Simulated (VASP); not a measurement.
Calculation: LDA (Ceperley-Alder, Perdew-Zunger), VASP's LDA PAW potentials (set 64) (plane waves; VASP).

The input files of a VASP run:

### INCAR
```
! general
SYSTEM   =  GaSb
PREC     =  Accurate
ENCUT    =  400
LREAL    =  .FALSE.
LASPH    =  .TRUE.

! electronic loop
EDIFF    =  1E-8
NELM     =  100
ALGO     =  Normal
LMAXMIX  =  4

! smearing
ISMEAR   =  0
SIGMA    =  0.05

! ions
IBRION   =  1
NSW      =  30
ISIF     =  2
EDIFFG   =  -0.001

! output
LWAVE    =  .FALSE.
LCHARG   =  .FALSE.
```

### POSCAR
```
GaSb
1.0
  0.0000000000   3.0250645416   3.0250645416
  3.0250645416   0.0000000000   3.0250645416
  3.0250645416   3.0250645416   0.0000000000
Ga Sb
1 1
Direct
  0.0000000000   0.0000000000   0.0000000000
  0.2500000000   0.2500000000   0.2500000000
```

### KPOINTS
```
Automatic mesh
0
Gamma
7 7 7
0 0 0
```

POTCAR, in this order: Ga_d Sb (LDA.64 set). Program: vasp_std.

What VASP printed:

### OUTCAR
```
 ion  position               nearest neighbor table
   1  0.000  0.000  0.000-   2 2.62   2 2.62   2 2.62   2 2.62
   2  0.250  0.250  0.250-   1 2.62   1 2.62   1 2.62   1 2.62
  LATTYP: Found a face centered cubic cell.
 ALAT       =     6.0501290832
 Subroutine PRICEL returns:
 Original cell was already a primitive cell.
 Subroutine GETGRP returns: Found 24 space group operations
The static configuration has the point symmetry T_d .
The dynamic configuration has the point symmetry T_d .
 Subroutine INISYM returns: Found 24 space group operations
 Subroutine IBZKPT returns following result:
 Found     20 irreducible k-points:

 Following reciprocal coordinates:
            Coordinates               Weight
  0.000000  0.000000  0.000000      1.000000
  0.142857  0.000000  0.000000      8.000000
  0.285714  0.000000  0.000000      8.000000
  0.428571  0.000000  0.000000      8.000000
  0.142857  0.142857  0.000000      6.000000
  0.285714  0.142857  0.000000     24.000000
  0.428571  0.142857  0.000000     24.000000
 -0.428571  0.142857  0.000000     24.000000
 -0.285714  0.142857  0.000000     24.000000
 -0.142857  0.142857  0.000000     12.000000
  0.285714  0.285714  0.000000      6.000000
  0.428571  0.285714  0.000000     24.000000
 -0.428571  0.285714  0.000000     24.000000
 -0.285714  0.285714  0.000000     12.000000
  0.428571  0.428571  0.000000      6.000000
 -0.428571  0.428571  0.000000     12.000000
  0.428571  0.285714  0.142857     24.000000
 -0.428571  0.285714  0.142857     48.000000
 -0.428571  0.428571  0.142857     24.000000
 -0.285714  0.428571  0.142857     24.000000
   k-points           NKPTS =     20   k-points in BZ     NKDIM =     20   number of bands    NBANDS=     13
   number of dos      NEDOS =    301   number of ions     NIONS =      2
   total plane-waves  NPLWV =  21952
   dimension x,y,z NGX =    28 NGY =   28 NGZ =   28
...
```

OSZICAR:
```
       N       E                     dE             d eps       ncg     rms          rms(c)
DAV:   1     0.729209795947E+02    0.72921E+02   -0.79514E+03   528   0.149E+03
DAV:   2    -0.327467504396E+01   -0.76196E+02   -0.73494E+02   570   0.284E+02
DAV:   3    -0.868297972708E+01   -0.54083E+01   -0.53416E+01   665   0.697E+01
DAV:   4    -0.878568217390E+01   -0.10270E+00   -0.10265E+00   583   0.107E+01
DAV:   5    -0.878859339381E+01   -0.29112E-02   -0.29112E-02   699   0.161E+00    0.346E+00
DAV:   6    -0.869570883436E+01    0.92885E-01   -0.86469E-02   696   0.525E+00    0.202E+00
DAV:   7    -0.865786542805E+01    0.37843E-01   -0.66562E-02   590   0.219E+00    0.304E-01
DAV:   8    -0.865756546148E+01    0.29997E-03   -0.50967E-03   630   0.104E+00    0.968E-02
DAV:   9    -0.865764106488E+01   -0.75603E-04   -0.38818E-04   619   0.189E-01    0.359E-02
DAV:  10    -0.865763650001E+01    0.45649E-05   -0.19109E-05   621   0.388E-02    0.113E-02
DAV:  11    -0.865764000307E+01   -0.35031E-05   -0.40748E-06   593   0.213E-02    0.451E-03
DAV:  12    -0.865763998632E+01    0.16752E-07   -0.17943E-07   568   0.397E-03    0.103E-03
DAV:  13    -0.865763999769E+01   -0.11375E-07   -0.22714E-08   583   0.207E-03    0.563E-04
DAV:  14    -0.865763999761E+01    0.79581E-10   -0.10002E-09   285   0.322E-04
   1 F= -.86576400E+01 E0= -.86576014E+01  d E =-.865764E+01
```

**OUTCAR**
```
------------------------ aborting loop because EDIFF is reached ----------------------------------------
  FORCE on cell =-STRESS in cart. coord.  units (eV):
  Direction    XX          YY          ZZ          XY          YZ          ZX
  --------------------------------------------------------------------------------------
  Total       -0.0074278     -0.0074278     -0.0074278     -0.0000000      0.0000000      0.0000000
  in kB       -0.2149491     -0.2149491     -0.2149491     -0.0000000      0.0000000      0.0000000
  external PRESSURE =      -0.2149491 kB  Pullay stress =       0.0000000 kB
  volume of cell :       55.36
      direct lattice vectors                 reciprocal lattice vectors
     0.000000000  3.025064542  3.025064542    -0.165285730  0.165285730  0.165285730
     3.025064542  0.000000000  3.025064542     0.165285730 -0.165285730  0.165285730
     3.025064542  3.025064542  0.000000000     0.165285730  0.165285730 -0.165285730
  FREE ENERGIE OF THE ION-ELECTRON SYSTEM (eV)
  ---------------------------------------------------
  free  energy   TOTEN  =        -8.6576399976 eV

  energy  without entropy=       -8.6575628842  energy(sigma->0) =       -8.65760144

 reached required accuracy - stopping structural energy minimisation
```
(Selected blocks of OUTCAR.)

The compound is GaSb in the zinc blende structure. It was relaxed first. The start is the result of an earlier pass.
